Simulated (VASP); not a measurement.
Input:

```xyz
2
Lattice="3.6804 -1.8800 0.0000 3.6804 1.8800 0.0000 2.7200 0.0000 3.1114" Properties=species:S:1:pos:R:3 pbc="T T T"
As     2.2883     0.0000     0.7063
As     7.7924     0.0000     2.4051
```

Method: PBE GGA, VASP's PBE PAW potentials (set 64) (plane waves; VASP). Settings: 520 eV cut-off, 11×11×11 Γ-centred mesh, first-order Methfessel-Paxton smearing of 0.10 eV, potentials As.

Energy and stress use the plane-wave basis of the starting cell.

Task: The ions, cell shape and volume are relaxed. Give the cell that the relaxation ends in.

Result: 
```xyz
2
Lattice="3.7289 -1.9106 -0.0035 3.7289 1.9106 -0.0035 2.7530 0.0000 3.1585" Properties=species:S:1:pos:R:3 pbc="T T T"
As     2.3185     0.0000     0.7156
As     7.8924     0.0000     2.4360
```
Space group R-3m (166), at a tolerance of 0.03 Å.

Task: How do energy and volume change from the first to the last step?

Result: The energy (σ→0) changes by -10.8 meV/atom and the volume by +4.6 %, in 10 ionic steps.

The compound is As in the a7 structure. This run relaxes it. Symmetry was kept, so distortions that lower it aren't found.
